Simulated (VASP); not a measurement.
Here is a VASP 6.6.1 calculation.

File INCAR:

```
SYSTEM = CdCuH4
PREC = Accurate
ENCUT = 600
EDIFF = 1E-6
ISMEAR = 0
SIGMA = 0.1
LREAL = .False.
LASPH = .True.
NELM = 80
ALGO = Fast
ISIF = 3
LWAVE = .False.
LCHARG = .False.
GGA = PE
IBRION = 2
NSW = 100
EDIFFG = -0.01
```

File KPOINTS:

```
regular mesh
0
Gamma
  12 12 6
  0 0 0
```

POSCAR

```
CdCuH4
1.0
    3.1956132657      0.0000000000      0.0000000000
    0.0000000000      3.1956132657      0.0000000000
    0.0000000000      0.0000000000      5.9359057064
Cd Cu H
1 1 4
Direct
    0.5000000000      0.5000000000      0.5000000000
    0.0000000000      0.0000000000      0.0000000000
    0.0000000000      0.0000000000      0.7322384818
    0.5000000000      0.0000000000      0.0000000000
    0.0000000000      0.5000000000      0.0000000000
    0.0000000000      0.0000000000      0.2677615182
```

Potentials or basis: VASP PAW PBE potentials, release 64 (Cd, Cu, H).

The run is started by

```sh
$ cat potpaw_PBE.64/Cd/POTCAR potpaw_PBE.64/Cu/POTCAR potpaw_PBE.64/H/POTCAR > POTCAR
$ mpirun -np 1 vasp_std > vasp.out
```

(1) What does it give for the relaxed volume?

(2) What does it give for the space group after relaxing (to 0.05 Å)?

(3) What does it give for the band gap on the k mesh?

Answers

(1) 10.30 Å³/atom.

(2) P4/mmm (No. 123).

(3) none (metal or under the smearing width).
